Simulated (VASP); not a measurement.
Consider the following.

```
CELL_PARAMETERS angstrom
      0.00000     2.38294     2.38294
      2.38294     0.00000     2.38294
      2.38294     2.38294     0.00000
ATOMIC_POSITIONS crystal
  Na 0.00000 0.00000 0.00000
  H  0.50000 0.50000 0.50000
```

Method: PBEsol GGA, VASP's PBE PAW potentials (set 64) (plane waves; VASP). Numerical set-up: 480 eV cut-off, 10×10×10 Γ-centred mesh, Gaussian smearing of 0.050 eV, potentials Na_pv H.

Predict the energy per atom (σ→0).

| Quantity | Result |
|---|---|
| energy per atom (σ→0) | -245.3 kJ/mol-atom |

The compound is NaH in the rock salt structure. It was relaxed first, which changed the volume by -7 %.
